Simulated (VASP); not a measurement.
Crystal: MoS2.

```
CELL_PARAMETERS angstrom
3.16100 0.00000 0.00000
-1.58050 2.73751 0.00000
0.00000 0.00000 11.68025
ATOMIC_POSITIONS crystal
Mo 0.33333 0.66667 0.25000
Mo 0.66667 0.33333 0.75000
S 0.66667 0.33333 0.38399
S 0.66667 0.33333 0.11601
S 0.33333 0.66667 0.88399
S 0.33333 0.66667 0.61601
```

The cell was built by a generator and needn't be a form met in nature.

Program: VASP 6.6.1. Alike in all runs: task single point; potentials or basis VASP PAW PBE potentials, release 64 (Mo_sv, S); no spin polarisation; cell as given; k mesh 8 × 8 × 2; cutoff (eV) 520; smearing fermi-dirac 0.05 eV. Hardware: 1 thread of AMD EPYC 7R43 64-Core Processor (Zen 3), with other jobs on the host.

Question: Order these runs on this cell by their wall time, lowest first.
A. level optB86b-vdW
B. level SCAN
C. level PBEsol

Answer: C (110 s), A (220 s), B (970 s).

Runs at the PBE level aren't shown here.
